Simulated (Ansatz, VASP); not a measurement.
# PtC in two plane-wave programs, part 2 of 2

Aim: how closely do two programs agree when they are given the same cell, functional and k mesh? The cell is generated by rule, not measured, and may not be a known phase. The cell is taken from a series of runs on this material, whose earlier steps may have relaxed, scaled, displaced or heated it; both programs get it as it stands.

VASP 6.6.1 and Ansatz 0.2.0.

So far. Step 5 (VASP: single point, LDA, pair 2): The run ends at a pressure of 0.80 GPa, with forces up to 0.036 eV/Å.

## (6) Ansatz: single point, LDA, pair 2

Level of this step: Ansatz beside VASP: Kohn-Sham DFT, plane waves, LDA (Ansatz).

The same cell, functional (in two slightly different forms), mesh and smearing now go to Ansatz, which takes its cutoff from its data sets.

The cell is taken from a series of runs on this material, whose earlier steps may have relaxed, scaled, displaced or heated it; both programs get it as it stands.

Contents of input.yaml:

```yaml
crystal:
  lattice:
    - [3.1586945863, 0.0, 0.0]
    - [0.0, 5.471019509, 0.0]
    - [0.0, 0.0, 5.7777226681]
  atoms:
    - { symbol: Pt, position: [0.0, 0.3333333333, 0.0073871743] }
    - { symbol: Pt, position: [0.5, 0.8333333333, 0.0073871743] }
    - { symbol: Pt, position: [0.5, 0.1666666667, 0.5073871743] }
    - { symbol: Pt, position: [0.0, 0.6666666667, 0.5073871743] }
    - { symbol: C, position: [0.0, 0.3333333333, 0.3676128257] }
    - { symbol: C, position: [0.5, 0.8333333333, 0.3676128257] }
    - { symbol: C, position: [0.5, 0.1666666667, 0.8676128257] }
    - { symbol: C, position: [0.0, 0.6666666667, 0.8676128257] }
kpoints:
  mp_grid: { grid: [10, 6, 6] }
hamiltonian:
  xc: lda
scf:
  occupations: { method: methfessel_paxton, width: 0.15 }
output:
  forces: true
  stress: true
  eigenvalues: true
```

Command:

```sh
> ansatz run input.yaml --threads 4 --pin off --max-ram 7168MiB --backend cpu --events-out ev --progress --plain --runs-dir out
```

Numbers of over 12 decimals in the logs are rounded to 6 here.

Output:

```text
[...]
Crystal: 8 atoms, lattice volume = 99.846 Å³
Basis set: ecut = 420 eV, 1927 PW (Γ)
Bands: 53, of which v1, the nominal top of the filled ones, is band 44 counted from 1 (43 counted from 0)
Symmetry: 8 space group operations
[...]
k-points: 96 of 360 (time reversal used)
[...]
k-point 0: bands = [... 40 lower, 14.3107, 14.6388, 15.2491, 15.9469, 16.9818, 18.9289, 19.7244, 19.7546, ... 5 higher]
  k-point 1: bands = [... 40 lower, 14.6312, 14.7784, 15.1254, 16.2144, 17.2396, 18.7462, 19.5936, 19.8700, ... 5 higher]
  k-point 2: bands = [... 40 lower, 14.6741, 14.9438, 16.0890, 16.7937, 17.8792, 18.2285, 18.9447, 19.3874, ... 5 higher]
  k-point 95: bands = [... 40 lower, 14.7876, 14.7876, 14.7876, 14.7876, 17.5131, 17.5131, 17.5131, 17.5131, ... 5 higher]
[key lines of the parts left out:]
SCF converged after 7 iterations
Free energy (F): -49944.308312 eV
Fermi energy:    17.030169 eV
P = ⅓ Tr σ = -0.0576 GPa (-0.576 kbar)
```

The run ends at a pressure of -0.06 GPa, with forces up to 0.043 eV/Å.

## (7) Comparison

What differs besides the data sets and the points named for the pairs above, as far as they apply: the data sets hold 88 valence electrons in Ansatz (on its default PAW (the set named soft_2) files) and 56 in VASP. Total energies have different zeros and are not compared.

The two programs side by side:

```tsv
quantity	Ansatz	VASP	difference
pressure (GPa)	-0.06	0.80	-0.86
```

At this near-relaxed geometry the largest component of a force difference is 38 meV/Å.

## (8) Further runs

Further runs change the set-up of one program: Ansatz's method, potentials or start, or VASP's data sets, cutoff or form of LDA. The table gives Ansatz less VASP for each quantity, since a change that brings one quantity closer may part another.

```tsv
run	r.m.s. force difference (meV/Å)	pressure (GPa)
as above	22	-0.86
VASP with the data sets Pt_sv_GW and C	7.7	-0.12
```

## (9) VASP: single point, LDA, pair 3

With cell and atoms fixed, the geometry can't cause a difference; cores, projectors, grids and the points listed under the comparison can.

Contents of INCAR:

```
SYSTEM = PtC
PREC = Accurate
ENCUT = 600
EDIFF = 1E-06
NELM = 120
ISMEAR = 1
SIGMA = 0.15
LREAL = .FALSE.
ALGO = Normal
GGA = PW92
NBANDS = 36
LASPH = .TRUE.
LORBIT = 11
LWAVE = .FALSE.
LCHARG = .FALSE.
ISIF = 2
GGA_COMPAT = .FALSE.
KPAR = 2
```

Contents of POSCAR:

```
PtC
1.0
    3.1586945863      0.0000000000      0.0000000000
    0.0000000000      5.4710195090      0.0000000000
    0.0000000000      0.0000000000      5.7777226681
Pt C
4 4
Direct
    0.0000000000      0.3296588533      0.0102966210
    0.5000000000      0.8370078133      0.0044777276
    0.5000000000      0.1629921867      0.5044777276
    0.0000000000      0.6703411467      0.5102966210
    0.0000000000      0.3369986525      0.3736031346
    0.5000000000      0.8296680142      0.3616225168
    0.5000000000      0.1703319858      0.8616225168
    0.0000000000      0.6630013475      0.8736031346
```

Contents of KPOINTS:

```
Automatic mesh
0
Gamma
10 6 6
0 0 0
```

The projector-augmented-wave data sets are Pt and C (LDA family, release 64).

Command:

```sh
> mpirun -np 2 vasp_std
```

Output:

```text
[... set-up lines as in an earlier step ...]
 entering main loop
       N       E                     dE             d eps       ncg     rms          rms(c)
DAV:   1     0.345398092928E+03    0.34540E+03   -0.31124E+04  6912   0.167E+03
DAV:   2    -0.493529239048E+02   -0.39475E+03   -0.37997E+03  7932   0.335E+02
DAV:   3    -0.713826333014E+02   -0.22030E+02   -0.21411E+02  7936   0.739E+01
DAV:   4    -0.719386816364E+02   -0.55605E+00   -0.55269E+00  8276   0.122E+01
[...]
DAV:  13    -0.628332669946E+02    0.47589E-05   -0.18132E-05  7416   0.237E-02    0.171E-02
DAV:  14    -0.628332652382E+02    0.17564E-05   -0.55022E-06  6772   0.101E-02    0.647E-03
DAV:  15    -0.628332650326E+02    0.20553E-06   -0.88885E-07  3760   0.530E-03
   1 F= -.62833265E+02 E0= -.62833832E+02  d E =0.170185E-02
```

Parts of OUTCAR (step 9):

```text
  Total        0.3255229      0.8803768     -0.0474353      0.0000000      0.0000000      0.0000000
  in kB        5.2234753     14.1268907     -0.7611671      0.0000000      0.0000000      0.0000000
  external PRESSURE =       6.1963997 kB  Pullay stress =       0.0000000 kB

 POSITION                                       TOTAL-FORCE (eV/Angst)
 -----------------------------------------------------------------------------------
      0.00000      1.80357      0.05949         0.000000     -0.090047      0.090106
      1.57935      4.57929      0.02587         0.000000      0.117545     -0.070576
      1.57935      0.89173      2.91473         0.000000     -0.117545     -0.070576
      0.00000      3.66745      2.94835         0.000000      0.090047      0.090106
      0.00000      1.84373      2.15858         0.000000      0.017303      0.008175
      1.57935      4.53913      2.08935         0.000000      0.012066     -0.027705
      1.57935      0.93189      4.97822         0.000000     -0.012066     -0.027705
      0.00000      3.62729      5.04744         0.000000     -0.017303      0.008175
 -----------------------------------------------------------------------------------
    total drift:                                0.000000      0.000000      0.000673

  FREE ENERGIE OF THE ION-ELECTRON SYSTEM (eV)
  ---------------------------------------------------
  free  energy   TOTEN  =       -62.8332650326 eV

  energy  without entropy=      -62.8349668778  energy(sigma->0) =      -62.83383231

[... 2 parts as in an earlier step ...]

[... 1 further part left out ...]
[key lines of the parts left out:]
E-fermi :   9.1098
```

The run ends at a pressure of 0.62 GPa, with forces up to 0.14 eV/Å.

## (10) Ansatz: single point, LDA, pair 3

The same cell, functional (in two slightly different forms), mesh and smearing now go to Ansatz, which takes its cutoff from its data sets.

The cell is taken from a series of runs on this material, whose earlier steps may have relaxed, scaled, displaced or heated it; both programs get it as it stands.

input.yaml, the sections that differ from step 6:

```yaml
crystal:
  lattice:
    - [3.1586945863, 0.0, 0.0]
    - [0.0, 5.471019509, 0.0]
    - [0.0, 0.0, 5.7777226681]
  atoms:
    - { symbol: Pt, position: [0.0, 0.3296588533, 0.010296621] }
    - { symbol: Pt, position: [0.5, 0.8370078133, 0.0044777276] }
    - { symbol: Pt, position: [0.5, 0.1629921867, 0.5044777276] }
    - { symbol: Pt, position: [0.0, 0.6703411467, 0.510296621] }
    - { symbol: C, position: [0.0, 0.3369986525, 0.3736031346] }
    - { symbol: C, position: [0.5, 0.8296680142, 0.3616225168] }
    - { symbol: C, position: [0.5, 0.1703319858, 0.8616225168] }
    - { symbol: C, position: [0.0, 0.6630013475, 0.8736031346] }
# kpoints, hamiltonian, scf, output: as in step 6
```

Command:

```sh
> ansatz run input.yaml --threads 4 --pin off --max-ram 7168MiB --backend cpu --events-out ev --progress --plain --runs-dir out
```

Output:

```text
[...]
Crystal: 8 atoms, lattice volume = 99.846 Å³
Basis set: ecut = 420 eV, 1927 PW (Γ)
Bands: 53, of which v1, the nominal top of the filled ones, is band 44 counted from 1 (43 counted from 0)
Symmetry: 4 space group operations
[...]
k-points: 96 of 360 (time reversal used)
[...]
k-point 0: bands = [... 40 lower, 14.3489, 14.6365, 15.2328, 15.9432, 16.9798, 18.9256, 19.7242, 19.7540, ... 5 higher]
  k-point 1: bands = [... 40 lower, 14.5959, 14.7987, 15.1109, 16.2078, 17.2376, 18.7436, 19.5923, 19.8508, ... 5 higher]
  k-point 2: bands = [... 40 lower, 14.6612, 14.9311, 16.0764, 16.7798, 17.8765, 18.2305, 18.9443, 19.3794, ... 5 higher]
  k-point 95: bands = [... 40 lower, 14.7587, 14.7587, 14.8094, 14.8094, 17.4397, 17.4397, 17.5793, 17.5793, ... 5 higher]
[key lines of the parts left out:]
SCF converged after 7 iterations
Free energy (F): -49944.316461 eV
Fermi energy:    17.021556 eV
P = ⅓ Tr σ = -0.2367 GPa (-2.367 kbar)
```

The run ends at a pressure of -0.24 GPa, with forces up to 0.16 eV/Å.

## (11) Comparison

What differs besides the data sets and the points named for the pairs above, as far as they apply: the data sets hold 88 valence electrons in Ansatz (on its default PAW (the set named soft_2) files) and 56 in VASP. Total energies have different zeros and are not compared.

The two programs side by side:

```tsv
quantity	Ansatz	VASP	difference
pressure (GPa)	-0.24	0.62	-0.86
```

Forces (eV/Å; atoms numbered as in POSCAR):

```tsv
atom	Ansatz x, y, z	VASP x, y, z
Pt1	0.000, -0.088, 0.047	0.000, -0.090, 0.090
Pt2	0.000, 0.116, -0.104	0.000, 0.118, -0.071
Pt3	0.000, -0.116, -0.104	0.000, -0.118, -0.071
Pt4	0.000, 0.088, 0.047	0.000, 0.090, 0.090
C5	0.000, 0.014, 0.045	0.000, 0.017, 0.008
C6	0.000, 0.016, 0.012	0.000, 0.012, -0.028
C7	0.000, -0.016, 0.012	0.000, -0.012, -0.028
C8	0.000, -0.014, 0.045	0.000, -0.017, 0.008
```

The forces differ by 22 meV/Å r.m.s., which is 40.4 % of the r.m.s. force of 0.055 eV/Å (both taken over all components).

## (12) Outcome

| Item | Value |
| --- | --- |
| r.m.s. force difference (single point, LDA, pair 1) | 6.2 meV/Å |
| difference in pressure (single point, LDA, pair 1) | -0.97 GPa |
| r.m.s. force difference (single point, LDA, pair 2) | 22 meV/Å |
| difference in pressure (single point, LDA, pair 2) | -0.86 GPa |
| r.m.s. force difference (single point, LDA, pair 3) | 22 meV/Å |
| difference in pressure (single point, LDA, pair 3) | -0.86 GPa |

What this shows: The r.m.s. force difference is 22 meV/Å (single point, LDA, pair 3), beyond the 12 meV/Å picked in this series as the mark of a large difference. The data sets hold unlike numbers of valence electrons (44 in Ansatz and 28 in VASP and 88 in Ansatz and 56 in VASP), so part of the differences comes from the potentials. Single point, LDA, pair 2, VASP with the data sets Pt_sv_GW and C: r.m.s. force difference goes from 22 to 7.7 meV/Å; the difference in pressure goes from -0.86 to -0.12 GPa. What causes the difference of the single point, LDA, pair 3 pair stays open here. 5 further runs of this series are not shown here. Such differences can come from data sets, numerical settings and the points named under the comparisons, not from the functional's error against experiment.

[Lines on the potential files, build, host, timing and source positions are cut from VASP's logs without a mark.]

[Logs are printed without paths, hosts, clocks, repeated set-up lines and the standing remarks that a program may print on its own settings, such as how far it seeks lower states.]

[Hosts, paths, dates, database ids (printed as entryN), source tags and the programs' standing remarks are cut or masked in the printed files.]
